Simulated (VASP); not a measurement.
# LaBRh3 with rev-vdW-DF2: from relaxation to properties, part 5 of 5

Wanted: the relaxed cell of LaBRh3 and its properties. The start is a cell from a database of measured crystal structures.

VASP 6.6.1; rev-vdW-DF2; plane waves and PAW (La, B, Rh_pv).

Still holding for the runs below: This run has no spin polarisation. Its electron count is odd, so without a moment it is a metal by construction. The k-mesh is coarse for a metal.

So far. Step 11 (Volume scan with rev-vdW-DF2 (run 5)): The run ends at a pressure of -3.31 GPa.

## 12. Volume scan with rev-vdW-DF2 (run 6)

Input file INCAR:

```
SYSTEM = LaBRh3
PREC = Accurate
ENCUT = 420
EDIFF = 1E-06
NELM = 100
ISMEAR = 1
SIGMA = 0.2
LREAL = .FALSE.
ALGO = Normal
GGA = MK
AGGAC = 0
LUSE_VDW = .TRUE.
PARAM1 = 0.1234
PARAM2 = 0.711357
ZAB_VDW = -1.8867
LASPH = .TRUE.
NBANDS = 36
LORBIT = 11
LWAVE = .FALSE.
LCHARG = .FALSE.
KPAR = 4
ISIF = 2
```

Input file POSCAR:

```
LaBRh3
1.0
    4.3084647320      0.0000000000      0.0000000000
    0.0000000000      4.3084647320      0.0000000000
    0.0000000000      0.0000000000      4.3084647320
La B Rh
1 1 3
Direct
    0.0000000000      0.0000000000      0.0000000000
    0.5000000000      0.5000000000      0.5000000000
    0.0000000000      0.5000000000      0.5000000000
    0.5000000000      0.0000000000      0.5000000000
    0.5000000000      0.5000000000      0.0000000000
```

Input file KPOINTS:

```
Automatic mesh
0
Gamma
5 5 5
0 0 0
```

Potentials, in the order of the species: La, B and Rh_pv (PBE family, release 64).

On the command line:

```console
$ mpirun -np 4 vasp_std
```

The log of the run:

```text
[... set-up lines as in an earlier step ...]
 entering main loop
       N       E                     dE             d eps       ncg     rms          rms(c)
DAV:   1     0.567658788660E+03    0.56766E+03   -0.28448E+04  1000   0.209E+03
DAV:   2     0.471513176890E+02   -0.52051E+03   -0.49830E+03   736   0.485E+02
DAV:   3    -0.227299379357E+02   -0.69881E+02   -0.65237E+02  1036   0.143E+02
DAV:   4    -0.284893787513E+02   -0.57594E+01   -0.56495E+01  1340   0.453E+01
[...]
DAV:  13    -0.258278462599E+02    0.12366E-04   -0.20100E-04  1032   0.110E-01    0.135E-02
DAV:  14    -0.258278405034E+02    0.57565E-05   -0.28849E-05  1016   0.403E-02    0.241E-03
DAV:  15    -0.258278405155E+02   -0.12128E-07   -0.87121E-07   544   0.703E-03
   1 F= -.25827841E+02 E0= -.25826022E+02  d E =-.545525E-02
```

Run time: 53 s. Hardware: 4 MPI ranks of AMD EPYC 7R43, shared host; peak memory 1.3 GiB.

Parts of OUTCAR (step 12):

```text
  Total       -3.1341801     -3.1341801     -3.1341801     -0.0000000     -0.0000000      0.0000000
  in kB      -62.7865903    -62.7865903    -62.7865903     -0.0000000     -0.0000000      0.0000000
  external PRESSURE =     -62.7865903 kB  Pullay stress =       0.0000000 kB

 POSITION                                       TOTAL-FORCE (eV/Angst)
 -----------------------------------------------------------------------------------
      0.00000      0.00000      0.00000         0.000000      0.000000      0.000000
      2.15423      2.15423      2.15423         0.000000      0.000000      0.000000
      0.00000      2.15423      2.15423         0.000000      0.000000      0.000000
      2.15423      0.00000      2.15423         0.000000      0.000000      0.000000
      2.15423      2.15423      0.00000         0.000000      0.000000      0.000000
 -----------------------------------------------------------------------------------
    total drift:                                0.000000      0.000000     -0.000000

  FREE ENERGIE OF THE ION-ELECTRON SYSTEM (eV)
  ---------------------------------------------------
  free  energy   TOTEN  =       -25.8278405155 eV

  energy  without entropy=      -25.8223852629  energy(sigma->0) =      -25.82602210

[... 1 part as in an earlier step ...]

[... 2 further parts left out ...]
[key lines of the parts left out:]
E-fermi :   9.6523
```

The pressure falls from -3.31 to -6.28 GPa.

The run ends at a pressure of -6.28 GPa.

## 13. Volume scan with rev-vdW-DF2 (run 7)

A prediction first. A parabola through the 6 pressures of evenly scaled cells so far, P = 0.00 -176.0 t +415 t² GPa with t = ln(V/V₁) and V₁ the volume at scale 1, gives -8.85 GPa at t = +0.0583.

INCAR is that of step 12.

Changes to POSCAR since step 12:

```diff
@@ -2,5 +2,5 @@
 1.0
-    4.3084647320      0.0000000000      0.0000000000
-    0.0000000000      4.3084647320      0.0000000000
-    0.0000000000      0.0000000000      4.3084647320
+    4.3359079224      0.0000000000      0.0000000000
+    0.0000000000      4.3359079224      0.0000000000
+    0.0000000000      0.0000000000      4.3359079224
 La B Rh
```

KPOINTS is that of step 12.

On the command line:

```console
$ mpirun -np 4 vasp_std
```

The log of the run:

```text
[... set-up lines as in an earlier step ...]
 entering main loop
       N       E                     dE             d eps       ncg     rms          rms(c)
DAV:   1     0.557498221837E+03    0.55750E+03   -0.28817E+04  1032   0.208E+03
DAV:   2     0.475017425442E+02   -0.51000E+03   -0.48993E+03   724   0.488E+02
DAV:   3    -0.217992831733E+02   -0.69301E+02   -0.64989E+02  1004   0.139E+02
DAV:   4    -0.282464043679E+02   -0.64471E+01   -0.61670E+01  1316   0.500E+01
[...]
DAV:  13    -0.257587209524E+02    0.10462E-04   -0.14324E-04   984   0.908E-02    0.112E-02
DAV:  14    -0.257587170907E+02    0.38617E-05   -0.19134E-05  1016   0.317E-02    0.185E-03
DAV:  15    -0.257587170929E+02   -0.21819E-08   -0.50886E-07   496   0.698E-03
   1 F= -.25758717E+02 E0= -.25756374E+02  d E =-.702943E-02
```

The job ended after 57 s (4 MPI ranks; peak memory 1.3 GiB).

From OUTCAR (step 13):

```text
  Total       -4.5489699     -4.5489699     -4.5489699      0.0000000      0.0000000     -0.0000000
  in kB      -89.4094637    -89.4094637    -89.4094637      0.0000000      0.0000000     -0.0000000
  external PRESSURE =     -89.4094637 kB  Pullay stress =       0.0000000 kB

 POSITION                                       TOTAL-FORCE (eV/Angst)
 -----------------------------------------------------------------------------------
      0.00000      0.00000      0.00000         0.000000      0.000000      0.000000
      2.16795      2.16795      2.16795         0.000000      0.000000      0.000000
      0.00000      2.16795      2.16795         0.000000      0.000000      0.000000
      2.16795      0.00000      2.16795         0.000000      0.000000      0.000000
      2.16795      2.16795      0.00000         0.000000      0.000000      0.000000
 -----------------------------------------------------------------------------------
    total drift:                                0.000000      0.000000     -0.000000

  FREE ENERGIE OF THE ION-ELECTRON SYSTEM (eV)
  ---------------------------------------------------
  free  energy   TOTEN  =       -25.7587170929 eV

  energy  without entropy=      -25.7516876644  energy(sigma->0) =      -25.75637395

[... 1 part as in an earlier step ...]

[... 2 further parts left out ...]
[key lines of the parts left out:]
E-fermi :   9.3842
```

The pressure falls from -6.28 to -8.94 GPa. The parabola predicted -8.85 GPa, +0.09 GPa off.

## 14. Comparing the runs

Times are for 4 MPI ranks of AMD EPYC 7R43, shared host. The series side by side:

```csv
no.,volume scale,energy above the lowest point (meV/atom),pressure (GPa),time,memory (GiB)
1,0.94,36.27,12.50,48 s,1.2
2,0.96,16.15,7.856,45 s,1.2
3,0.98,4.34,3.718,48 s,1.2
4,1,0,0.01758,49 s,1.2
5,1.02,2.53,-3.306,57 s,1.4
6,1.04,11.11,-6.279,53 s,1.3
7,1.06,25.04,-8.941,57 s,1.3
```

## 15. Fit for rev-vdW-DF2

This step: Birch-Murnaghan fit, rev-vdW-DF2; plane waves and PAW (VASP 6.6.1).

This step runs nothing: it gathers the runs above.

Numbers from this step:

* pressure derivative of the bulk modulus: 4.361
* r.m.s. error of the fit: 3.04e-5 eV/atom
* minimum inside the sampled range: yes
* bulk modulus: 173.9 GPa
* equilibrium volume of the fit: 15.42 Å³/atom

The energy above the fitted minimum by volume:

```csv
volume (Å³/atom),energy above the fitted minimum (eV/atom)
14.457,0.0363
14.765,0.0161
15.073,0.00433
15.380,-5.9e-6
15.688,0.00252
15.995,0.0111
16.303,0.0250
```

The fitted volume lies +0.23 % from the relaxed one. At a finite cutoff and mesh the minimum of the energy and the zero of the stress don't quite coincide, and the relaxation stops at a threshold.

## 16. Field gradients at the nuclei (rev-vdW-DF2)

This step: rev-vdW-DF2; plane waves and PAW (La, B, Rh_pv) (VASP 6.6.1).

Field gradients probe how far the charge around each nucleus departs from cubic symmetry; LASPH keeps the non-spherical terms inside the spheres.

Changes to INCAR since step 13:

```diff
@@ -3,3 +3,3 @@
 ENCUT = 420
-EDIFF = 1E-06
+EDIFF = 1E-07
 NELM = 100
@@ -21,2 +21,2 @@
 KPAR = 4
-ISIF = 2
+LEFG = .TRUE.
```

Changes to POSCAR since step 13:

```diff
@@ -2,5 +2,5 @@
 1.0
-    4.3359079224      0.0000000000      0.0000000000
-    0.0000000000      4.3359079224      0.0000000000
-    0.0000000000      0.0000000000      4.3359079224
+    4.2525043105      0.0000000000      0.0000000000
+    0.0000000000      4.2525043105      0.0000000000
+    0.0000000000      0.0000000000      4.2525043105
 La B Rh
```

KPOINTS is that of step 13.

On the command line:

```console
$ mpirun -np 4 vasp_std
```

The log of the run:

```text
[... set-up lines as in an earlier step ...]
 entering main loop
       N       E                     dE             d eps       ncg     rms          rms(c)
[... 12 cycles as in an earlier step ...]
DAV:  13    -0.258822991099E+02    0.98865E-05   -0.20792E-04  1112   0.115E-01    0.143E-02
DAV:  14    -0.258822932839E+02    0.58259E-05   -0.27368E-05  1104   0.395E-02    0.272E-03
DAV:  15    -0.258822933313E+02   -0.47346E-07   -0.13372E-06   920   0.579E-03    0.924E-04
DAV:  16    -0.258822932862E+02    0.45048E-07   -0.13271E-07   608   0.242E-03
ion   1
     0.0000000     0.0000000    -0.0000000    -0.0000000     0.0000000    -0.0000000
     0.0000602     0.0000000    -0.0000000    -0.0000000     0.0000000    -0.0000000
     0.0000829     0.0000000    -0.0000000    -0.0000000     0.0000000    -0.0000000
     0.0001141     0.0000000    -0.0000000    -0.0000000     0.0000000    -0.0000000
     0.0001572     0.0000000    -0.0000000    -0.0000000     0.0000000    -0.0000000

     0.0000000     0.0000000    -0.0000000     0.0000000     0.0000000     0.0000000
     0.0000602     0.0000000    -0.0000000     0.0000000     0.0000000     0.0000000
     0.0000829     0.0000000    -0.0000000     0.0000000     0.0000000     0.0000000
     0.0001141     0.0000000    -0.0000000     0.0000000     0.0000000     0.0000000
     0.0001572     0.0000000    -0.0000000     0.0000000     0.0000000     0.0000000

ion   2
     0.0000000    -0.0000000     0.0000000    -0.0000000     0.0000000     0.0000000
     0.0000257    -0.0000000     0.0000000    -0.0000000     0.0000000     0.0000000
     0.0000354    -0.0000000     0.0000000    -0.0000000     0.0000000     0.0000000
     0.0000487    -0.0000000     0.0000000    -0.0000000     0.0000000     0.0000000
     0.0000671    -0.0000000     0.0000000    -0.0000000     0.0000000     0.0000000

     0.0000000    -0.0000000    -0.0000000    -0.0000000     0.0000000     0.0000000
     0.0000257    -0.0000000    -0.0000000    -0.0000000     0.0000000     0.0000000
     0.0000354    -0.0000000    -0.0000000    -0.0000000     0.0000000     0.0000000
     0.0000487    -0.0000000    -0.0000000    -0.0000000     0.0000000     0.0000000
     0.0000671    -0.0000000    -0.0000000    -0.0000000     0.0000000     0.0000000

ion   3
     0.0000000    -0.0000000     0.0000000     5.0111133     0.0000000    -8.6795029
     0.0000545    -0.0000000     0.0000000     5.0111133     0.0000000    -8.6795028
     0.0000750    -0.0000000     0.0000000     5.0111133     0.0000000    -8.6795028
     0.0001033    -0.0000000     0.0000000     5.0111132     0.0000000    -8.6795026
     0.0001422    -0.0000000     0.0000000     5.0111130     0.0000000    -8.6795024

     0.0000000    -0.0000000     0.0000000   -36.5487195     0.0000000    63.3042392
     0.0000545    -0.0000000     0.0000000   -36.5349729     0.0000000    63.2804293
     0.0000750    -0.0000000     0.0000000   -36.5273827     0.0000000    63.2672828
     0.0001033    -0.0000000     0.0000000   -36.5151383     0.0000000    63.2460747
     0.0001422    -0.0000000     0.0000000   -36.4954658     0.0000000    63.2120011

ion   4
     0.0000000    -0.0000000    -0.0000000     5.0111133     0.0000000     8.6795029
     0.0000545    -0.0000000    -0.0000000     5.0111133     0.0000000     8.6795028
     0.0000750    -0.0000000    -0.0000000     5.0111133     0.0000000     8.6795028
     0.0001033    -0.0000000    -0.0000000     5.0111132     0.0000000     8.6795026
     0.0001422    -0.0000000    -0.0000000     5.0111130     0.0000000     8.6795024

     0.0000000    -0.0000000    -0.0000000   -36.5487195     0.0000000   -63.3042392
     0.0000545    -0.0000000    -0.0000000   -36.5349729     0.0000000   -63.2804293
     0.0000750    -0.0000000    -0.0000000   -36.5273827     0.0000000   -63.2672828
     0.0001033    -0.0000000    -0.0000000   -36.5151383     0.0000000   -63.2460747
     0.0001422    -0.0000000    -0.0000000   -36.4954658     0.0000000   -63.2120011

ion   5
     0.0000000    -0.0000000    -0.0000000   -10.0222267     0.0000000    -0.0000000
     0.0000545    -0.0000000    -0.0000000   -10.0222266     0.0000000    -0.0000000
     0.0000750    -0.0000000    -0.0000000   -10.0222265     0.0000000    -0.0000000
     0.0001033    -0.0000000    -0.0000000   -10.0222264     0.0000000    -0.0000000
     0.0001422    -0.0000000    -0.0000000   -10.0222261     0.0000000    -0.0000000

     0.0000000    -0.0000000    -0.0000000    73.0974390     0.0000000     0.0000000
     0.0000545    -0.0000000    -0.0000000    73.0699457     0.0000000     0.0000000
     0.0000750    -0.0000000    -0.0000000    73.0547655     0.0000000     0.0000000
     0.0001033    -0.0000000    -0.0000000    73.0302765     0.0000000     0.0000000
     0.0001422    -0.0000000    -0.0000000    72.9909317     0.0000000     0.0000000

   1 F= -.25882293E+02 E0= -.25881595E+02  d E =-.209365E-02
```

It took 54 s on 4 MPI ranks; peak memory 1.2 GiB.

OUTCAR, selected parts (step 16):

```text
   NELECT =      59.0000    total number of electrons

 E-fermi :  10.2232

 k-point     1 :       0.0000    0.0000    0.0000
  band No.  band energies     occupation
    ...
     24       9.0172      2.00000
     25       9.0172      2.00000
     26       9.6944      2.00119
     27       9.6944      2.00119
     28       9.6944      2.00119
     29      10.4222     -0.04916
     30      10.4601     -0.07039
     31      10.4601     -0.07039
     32      10.4601     -0.07039
     33      13.5294     -0.00000
    ...

Total vdW correction in eV:      7.5758455

  Total        0.0138208      0.0138208      0.0138208     -0.0000000      0.0000000     -0.0000000
  in kB        0.2879450      0.2879450      0.2879450     -0.0000000      0.0000000     -0.0000000
  external PRESSURE =       0.2879450 kB  Pullay stress =       0.0000000 kB

  FREE ENERGIE OF THE ION-ELECTRON SYSTEM (eV)
  ---------------------------------------------------
  free  energy   TOTEN  =       -25.8822932862 eV

  energy  without entropy=      -25.8801996349  energy(sigma->0) =      -25.88159540

Total vdW correction in eV:      7.5758549

 Electric field gradients after diagonalization (V/A^2)
 (convention: |V_zz| > |V_xx| > |V_yy|)
----------------------------------------------------------------------
 ion       V_xx      V_yy      V_zz     asymmetry (V_yy - V_xx)/ V_zz
----------------------------------------------------------------------
   1      -0.000    -0.000     0.000       0.289
   2      -0.000    -0.000     0.000       0.056
   3      46.459    46.459   -92.919       0.000
   4      46.459    46.459   -92.919       0.000
   5      46.459    46.459   -92.919       0.000
----------------------------------------------------------------------

[... 10 parts as in an earlier step ...]

[... 8 further parts left out ...]
```

Numbers from this step:

* SCF cycles: 16
* free energy (TOTEN): -25.88 eV
* energy at zero smearing: -25.88 eV
* Fermi energy: 10.22 eV
* pressure: 0.02879 GPa

Electric field gradients, by row:

```csv
atom,Vxx (V/Å²),Vyy (V/Å²),Vzz (V/Å²),asymmetry
La1,0,0,0,-
B2,0,0,0,-
Rh3,46.46,46.46,-92.92,0
Rh4,46.46,46.46,-92.92,0
Rh5,46.46,46.46,-92.92,0
```

The largest gradient, -92.92 V/Å², sits on Rh3 and like sites; the stable nuclei of Rh have no quadrupole moment in their ground state, so NMR and NQR don't see it.

## 17. What came out

```yaml
relaxed_volume: 15.38 Å³/atom
relaxed_conventional_cell_a_b_c: 4.253, 4.253, 4.253 Å
space_group_after_relaxing_within_0p02_a: Pm-3m (No. 221)
band_gap: none, a metal
dos_at_the_fermi_level: 5.36 states/eV/cell
highest_zone_centre_mode: 472 cm⁻¹
bulk_modulus_from_the_fit: 174 GPa
volume_from_the_fit: 15.4 Å³/atom
largest_field_gradient_vzz: -92.92 V/Å² on Rh3
```

In words: With rev-vdW-DF2, LaBRh3 relaxes to 15.38 Å³/atom in space group Pm-3m (held by the symmetry of the run), comes out as a metal and has a bulk modulus of 174 GPa. Against the listed cell the volume lies +0.7 %. Band structure (rev-vdW-DF2): Of the bands kept, 4 cross the Fermi level on this path. Zone-centre phonons (rev-vdW-DF2): The highest mode in this list at Γ, 472.3 cm⁻¹, is mostly motion of B (87 % of the kinetic energy). Spin-orbit coupling is left out, and with elements this heavy it would split and shift bands near the Fermi level. The k-sampling is coarse for a metal, so the Fermi level, pressures and the shape of the cell carry errors. With an odd electron count and no spin the cell is a metal by construction. Modes at Γ alone can't show that the crystal is stable at other wave vectors. No search among competing phases was made, and a listed structure need not be the one stable at ambient conditions. All values are for a static lattice at zero temperature.

[Lines on the potential files, build, host, timing and source positions are cut from VASP's logs without a mark.]

[Logs are printed without paths, hosts, clocks, repeated set-up lines and the standing remarks that a program may print on its own settings, such as how far it seeks lower states.]

[Hosts, paths, dates, database ids (printed as entryN), source tags and the programs' standing remarks are cut or masked in the printed files.]

[A measured line is paired with the nearest computed mode of its activity, which favours agreement.]
